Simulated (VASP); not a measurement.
Input:

```
CELL_PARAMETERS angstrom
      0.00000     2.56699     2.56699
      2.56699     0.00000     2.56699
      2.56699     2.56699     0.00000
ATOMIC_POSITIONS crystal
  Sr 0.00000 0.00000 0.00000
  O  0.50000 0.50000 0.50000
```

All values below come from PBEsol GGA, VASP's PBE PAW potentials (set 64) (plane waves; VASP 6.6.1). Settings: 520 eV cut-off, Gaussian smearing of 0.050 eV, potentials Sr_sv O.

Problem. What does the run give for the band gap (along the path) with the smallest direct gap where there is one?

Solution. 
| Item | Value |
|---|---|
| band gap (along the path) | 3.15 eV |
| smallest direct gap (along the path) | 3.24 eV |

Only differences to runs with the same potentials and settings are physical.

The structure comes from a measured SrO entry (Fm-3m) of the Crystallography Open Database, whose conditions weren't checked. It was relaxed first.
